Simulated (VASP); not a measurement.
Level of theory: PBE GGA, VASP's PBE PAW potentials (set 64) (plane waves; VASP).

A VASP calculation is set up with these files.

### INCAR
```
# general
SYSTEM   =  GaSb
PREC     =  Accurate
ENCUT    =  400   # plane-wave cut-off (eV)
LREAL    =  .FALSE.   # projection in real space or not
LASPH    =  .TRUE.

# electronic loop
EDIFF    =  1E-6   # SCF stop (eV)
NELM     =  100
ALGO     =  Normal   # blocked Davidson
LMAXMIX  =  4   # l cut-off of mixed one-centre charges

# smearing
ISMEAR   =  -4

# functional
GGA      =  PE   # PBE

# ions
ISIF     =  2

# output
LWAVE    =  .FALSE.
LCHARG   =  .FALSE.
```

**KPOINTS**
```
K-points
0
Gamma
  7 7 7
```

**POSCAR**
```
GaSb
1
    0.0000000000     3.1110000000     3.1110000000
    3.1110000000     0.0000000000     3.1110000000
    3.1110000000     3.1110000000     0.0000000000
Ga Sb
1 1
Direct
  0.0000000000   0.0000000000   0.0000000000
  0.2500000000   0.2500000000   0.2500000000
```

POTCAR, in this order: Ga_d Sb (PBE.64 set). Program: vasp_std.

Unless said otherwise, spin-orbit coupling is left out, though it shifts the bands of the heavy elements here.

Question: What does the run give for the energy per atom (σ→0), band gap (on the k-mesh)?

Answer: 
```json
{
  "energy per atom (σ→0)": "-3.679 eV/atom",
  "band gap (on the k-mesh)": "none (metal, semimetal or under 0.01 eV)"
}
```

File OSZICAR:
```
...
DAV:   7    -0.735654055609E+01    0.10415E-01   -0.39709E-02   595   0.182E+00    0.342E-01
DAV:   8    -0.735749683996E+01   -0.95628E-03   -0.47604E-03   656   0.935E-01    0.694E-02
DAV:   9    -0.735798798375E+01   -0.49114E-03   -0.70745E-04   575   0.242E-01    0.335E-02
DAV:  10    -0.735804572775E+01   -0.57744E-04   -0.64942E-05   630   0.533E-02    0.988E-03
DAV:  11    -0.735806425080E+01   -0.18523E-04   -0.30643E-05   545   0.460E-02    0.399E-03
DAV:  12    -0.735806541429E+01   -0.11635E-05   -0.16801E-06   603   0.983E-03    0.103E-03
DAV:  13    -0.735806519980E+01    0.21449E-06   -0.70689E-08   285   0.266E-03
   1 F= -.73580652E+01 E0= -.73580652E+01  d E =0.000000E+00
```

The compound is GaSb in the zinc blende structure. The cell was not relaxed at this level. The run is one of a series of settings (ISMEAR = -4, SIGMA removed against the base run), some of them coarse on purpose.
